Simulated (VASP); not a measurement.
Input of a VASP 6.6.1 run:

INCAR

```
SYSTEM = YB17N18
ALGO = Fast
EDIFF = 1E-6
ENCUT = 520
GGA = PE
ISIF = 2
ISMEAR = -1
LASPH = .TRUE.
LCHARG = .FALSE.
LREAL = Auto
LWAVE = .FALSE.
NBANDS = 100
NELM = 100
PREC = Accurate
SIGMA = 0.01
```

The input KPOINTS:

```
k-points
0
G
  3 3 3
  0 0 0
```

Contents of POSCAR:

```
YB17N18
1.0
    7.4947200000      0.0000000000      0.0000000000
   -3.7473600000      6.4906179144      0.0000000000
    0.0000000000      0.0000000000      6.6357000000
Y B N
1 17 18
Direct
    0.1111111111      0.2222222222      0.2500000000
    0.1111111111      0.5555555556      0.2500000000
    0.1111111111      0.8888888889      0.2500000000
    0.4444444444      0.2222222222      0.2500000000
    0.4444444444      0.5555555556      0.2500000000
    0.4444444444      0.8888888889      0.2500000000
    0.7777777778      0.2222222222      0.2500000000
    0.7777777778      0.5555555556      0.2500000000
    0.7777777778      0.8888888889      0.2500000000
    0.2222222222      0.1111111111      0.7500000000
    0.2222222222      0.4444444444      0.7500000000
    0.2222222222      0.7777777778      0.7500000000
    0.5555555556      0.1111111111      0.7500000000
    0.5555555556      0.4444444444      0.7500000000
    0.5555555556      0.7777777778      0.7500000000
    0.8888888889      0.1111111111      0.7500000000
    0.8888888889      0.4444444444      0.7500000000
    0.8888888889      0.7777777778      0.7500000000
    0.1111111111      0.2222222222      0.7500000000
    0.1111111111      0.5555555556      0.7500000000
    0.1111111111      0.8888888889      0.7500000000
    0.4444444444      0.2222222222      0.7500000000
    0.4444444444      0.5555555556      0.7500000000
    0.4444444444      0.8888888889      0.7500000000
    0.7777777778      0.2222222222      0.7500000000
    0.7777777778      0.5555555556      0.7500000000
    0.7777777778      0.8888888889      0.7500000000
    0.2222222222      0.1111111111      0.2500000000
    0.2222222222      0.4444444444      0.2500000000
    0.2222222222      0.7777777778      0.2500000000
    0.5555555556      0.1111111111      0.2500000000
    0.5555555556      0.4444444444      0.2500000000
    0.5555555556      0.7777777778      0.2500000000
    0.8888888889      0.1111111111      0.2500000000
    0.8888888889      0.4444444444      0.2500000000
    0.8888888889      0.7777777778      0.2500000000
```

Potentials or basis: VASP PAW PBE potentials, release 64 (Y_sv, B, N).

The run is started by

```console
$ cat potpaw_PBE.64/Y_sv/POTCAR potpaw_PBE.64/B/POTCAR potpaw_PBE.64/N/POTCAR > POTCAR
$ mpirun -np 1 vasp_std > vasp.out
```

Predict the band gap on the k mesh.

none (metal or under the smearing width).

Predict the pressure.

44.6 GPa.

Estimate the largest force.

46.877 eV/Å.

Forces on the atoms (eV/Å):
```
Y     0.000   0.000   0.000
B    -0.162   1.808   0.000
B     1.485  -1.044   0.000
B     1.647  -0.764   0.000
B     0.162   1.808   0.000
B     0.000   0.000   0.000
B    -1.647  -0.764   0.000
B     0.000   0.000   0.000
B    -1.485  -1.044   0.000
B     0.408  -0.236   0.000
B     0.000   0.472   0.000
B     0.125   0.072   0.000
B     0.000  -0.144   0.000
B     0.057   0.033   0.000
B    -0.125   0.072   0.000
B    -0.408  -0.236   0.000
B    -0.057   0.033   0.000
B     0.000  -0.066   0.000
N     0.000   0.000   0.000
N     0.054  -0.134   0.000
N    -0.089   0.113   0.000
N    -0.143   0.020   0.000
N    -0.054  -0.134   0.000
N     0.000   0.000   0.000
N     0.143   0.020   0.000
N     0.000   0.000   0.000
N     0.089   0.113   0.000
N    40.597 -23.439   0.000
N     0.000  46.877   0.000
N    -0.400  -0.231   0.000
N     0.000   0.462   0.000
N    -0.016  -0.009   0.000
N     0.400  -0.231   0.000
N   -40.597 -23.439   0.000
N     0.016  -0.009   0.000
N     0.000   0.019   0.000
```

Caveat: a pressure of tens of GPa on the cell as given is suspect, and the run, the potentials or the cell itself is likely at fault.
